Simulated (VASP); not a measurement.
Here is a VASP 6.6.1 calculation.

Contents of INCAR:

```
PREC = Accurate ; ENCUT = 600
EDIFF = 1E-7 ; ISMEAR = -1
SIGMA = 0.05 ; LREAL = F
LASPH = T ; NELM = 100
ALGO = Fast ; ISIF = 3
LWAVE = F ; LCHARG = F
GGA = PS ; IBRION = 2
NSW = 60 ; EDIFFG = -0.02
PSTRESS = 20
```

The input KPOINTS:

```
regular mesh
0
Gamma
  5 5 5
```

POSCAR

```
SrB3Pt
1.0
    4.5405600000      0.0000000000      0.0000000000
    0.0000000000      4.5405600000      0.0000000000
    0.0000000000      0.0000000000      4.5405600000
Sr B Pt
1 3 1
Direct
    0.0000000000      0.0000000000      0.0000000000
    0.5000000000      0.0000000000      0.0000000000
    0.0000000000      0.5000000000      0.0000000000
    0.0000000000      0.0000000000      0.5000000000
    0.5000000000      0.5000000000      0.5000000000
```

Potentials or basis: VASP PAW PBE potentials, release 64 (Sr_sv, B, Pt).

The run is started by

```bash
$ cat potpaw_PBE.64/Sr_sv/POTCAR potpaw_PBE.64/B/POTCAR potpaw_PBE.64/Pt/POTCAR > POTCAR
$ mpirun -np 1 vasp_std > vasp.out
```

(1) What does it give for the space group after relaxing (to 0.05 Å)?

(2) What does it give for the relaxed cell?

(3) What does it give for the relaxed volume?

## Answers

(1) Pm-3m (No. 221).

(2) a = 4.250 Å, b = 4.250 Å, c = 4.250 Å, α = 90.00°, β = 90.00°, γ = 90.00°.

(3) 15.35 Å³/atom.

Caveat: the cell is relaxed towards a set pressure, so the enthalpy falls and the energy may rise; the volume moved by over 15 % at a fixed basis, so the end points are rough; the PAW data sets were made with another functional, which shifts forces and pressure a little.
